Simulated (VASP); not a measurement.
Output of a VASP run:

File OSZICAR:
```
       N       E                     dE             d eps       ncg     rms          rms(c)
DAV:   1     0.241130217305E+03    0.24113E+03   -0.17028E+04  3676   0.215E+03
DAV:   2    -0.146986511070E+02   -0.25583E+03   -0.24689E+03  3542   0.372E+02
DAV:   3    -0.280238612863E+02   -0.13325E+02   -0.12706E+02  3563   0.119E+02
DAV:   4    -0.281967999497E+02   -0.17294E+00   -0.17261E+00  3777   0.143E+01
DAV:   5    -0.282020355836E+02   -0.52356E-02   -0.52353E-02  4979   0.205E+00    0.246E+01
DAV:   6    -0.248192511351E+02    0.33828E+01   -0.30184E+01  3580   0.864E+01    0.121E+01
DAV:   7    -0.257909007107E+02   -0.97165E+00   -0.78879E+00  3848   0.748E+01    0.185E+01
DAV:   8    -0.242648591450E+02    0.15260E+01   -0.60735E+00  3960   0.490E+01    0.501E+00
DAV:   9    -0.242397482954E+02    0.25111E-01   -0.37095E-01  4341   0.102E+01    0.307E+00
DAV:  10    -0.242147243446E+02    0.25024E-01   -0.55776E-02  4158   0.617E+00    0.102E+00
DAV:  11    -0.242136427819E+02    0.10816E-02   -0.10438E-02  5110   0.117E+00    0.511E-01
DAV:  12    -0.242137012935E+02   -0.58512E-04   -0.10965E-03  4473   0.431E-01    0.156E-01
DAV:  13    -0.242137134101E+02   -0.12117E-04   -0.98728E-05  4335   0.140E-01    0.651E-02
DAV:  14    -0.242137125682E+02    0.84188E-06   -0.78381E-05  5168   0.142E-01    0.326E-02
DAV:  15    -0.242137052491E+02    0.73191E-05   -0.14857E-05  4050   0.754E-02    0.123E-02
DAV:  16    -0.242137051843E+02    0.64765E-07   -0.19348E-06  2156   0.292E-02
   1 F= -.13559049E+02 E0= -.13559132E+02  d E =-.135590E+02  mag=     4.4402
```

### OUTCAR
```
------------------------ aborting loop because EDIFF is reached ----------------------------------------
  FORCE on cell =-STRESS in cart. coord.  units (eV):
  Direction    XX          YY          ZZ          XY          YZ          ZX
  --------------------------------------------------------------------------------------
  Total       10.6239750     10.6239750     10.6239750      0.0000000     -0.0000000      0.0000000
  in kB      448.7041876    448.7041876    448.7041876      0.0000000     -0.0000000      0.0000000
  external PRESSURE =      -1.2958124 kB  Pullay stress =     450.0000000 kB
  volume of cell :       37.93
      direct lattice vectors                 reciprocal lattice vectors
     3.360050722  0.000000000  0.000000000     0.297614555  0.000000000  0.000000000
     0.000000000  3.360050722  0.000000000     0.000000000  0.297614555  0.000000000
     0.000000000  0.000000000  3.360050722     0.000000000  0.000000000  0.297614555
 POSITION                                       TOTAL-FORCE (eV/Angst)
 -----------------------------------------------------------------------------------
      0.00000      0.00000      0.00000         0.000000      0.000000      0.000000
      0.00000      1.68003      1.68003         0.000000      0.000000      0.000000
      1.68003      0.00000      1.68003         0.000000      0.000000      0.000000
      1.68003      1.68003      0.00000         0.000000      0.000000      0.000000
 -----------------------------------------------------------------------------------
    total drift:                                0.000000      0.000000      0.000000
  FREE ENERGIE OF THE ION-ELECTRON SYSTEM (eV)
  ---------------------------------------------------
  free  energy   TOTEN  =       -24.2137051843 eV

  energy  without entropy=      -24.2139547596  energy(sigma->0) =      -24.21378838
  enthalpy is  TOTEN    =       -13.5590492055 eV   P V=       10.6546559788

 total charge

# of ion       s       p       d       tot
------------------------------------------
    1        0.544   0.646   6.276   7.467
    2        0.580   0.670   8.420   9.670
    3        0.580   0.670   8.420   9.670
    4        0.580   0.670   8.420   9.670
--------------------------------------------------
tot          2.284   2.656  31.537  36.477

 magnetization (x)

# of ion       s       p       d       tot
------------------------------------------
    1        0.009   0.000   2.679   2.688
    2       -0.016  -0.046   0.632   0.570
    3       -0.016  -0.046   0.632   0.570
    4       -0.016  -0.046   0.632   0.570
--------------------------------------------------
tot         -0.038  -0.138   4.574   4.398

 reached required accuracy - stopping structural energy minimisation
```
(Selected blocks of OUTCAR.)

File POSCAR:
```
Ni3Fe
1
    3.3600507223     0.0000000000     0.0000000000
    0.0000000000     3.3600507223     0.0000000000
   -0.0000000000     0.0000000000     3.3600507223
Fe Ni
1 3
Direct
  0.0000000000   0.0000000000   0.0000000000
  0.0000000000   0.5000000000   0.5000000000
  0.5000000000   0.0000000000   0.5000000000
  0.5000000000   0.5000000000   0.0000000000
```

Problem. Write an INCAR and KPOINTS that could have produced this output.

Solution. One answer among several that fit: the input of the run itself, PBE GGA, plane waves, VASP's PBE PAW potentials (set 64).

INCAR:
```
SYSTEM = Ni3Fe
PREC = Accurate
ENCUT = 500
EDIFF = 1E-6
NELM = 100
ALGO = Normal
LREAL = .FALSE.
LASPH = .TRUE.
ISMEAR = 1
SIGMA = 0.1
GGA = PE
LMAXMIX = 4
ISPIN = 2
MAGMOM = 2.9 0.6 0.6 0.6
LORBIT = 10
LWAVE = .FALSE.
LCHARG = .FALSE.
IBRION = 2
ISIF = 3
NSW = 40
EDIFFG = -0.02
PSTRESS = 450
```

KPOINTS:
```
Automatic mesh
0
Gamma
9 9 9
0 0 0
```

POTCAR, in this order: Fe Ni (PBE.64 set). Program: vasp_std.

The compound is Ni3Fe in the L1_2 structure. It was relaxed first under an external pressure of 45 GPa.
